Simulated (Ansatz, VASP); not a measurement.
BaHg in VASP and in Ansatz

```xyz
2
Lattice="4.0233 0.0000 0.0000 0.0000 4.0233 0.0000 0.0000 0.0000 4.0233" Properties=species:S:1:pos:R:3 pbc="T T T"
Ba    0.0000    0.0000    0.0000
Hg    2.0116    2.0116    2.0116
```

Alike in both runs: functional LDA; k mesh 8 × 8 × 8; occupations fermi-dirac, width 0.1 eV; no spin polarisation.

Ansatz relaxed the structure, and its values are those at the end. VASP's run is a single point on that final structure, the one shown.

|  | VASP | Ansatz |
| --- | --- | --- |
| version | VASP 6.6.1 | Ansatz 0.2.0 |
| potentials or method | VASP PAW LDA potentials, release 64 (Ba_sv, Hg) | PAW with Ansatz's default frozen-core files, scalar-relativistic |
| plane-wave cutoff (eV) | 520 | 420 |
| valence electrons in the cell | 22 | 30 |

```tsv
	VASP	Ansatz	Ansatz less VASP
pressure (GPa)	0.5	0.0	-0.56
```

The two sets of potentials don't hold the same shells in valence.

The runs have no spin-orbit coupling, so splittings on Ba, Hg are missing.
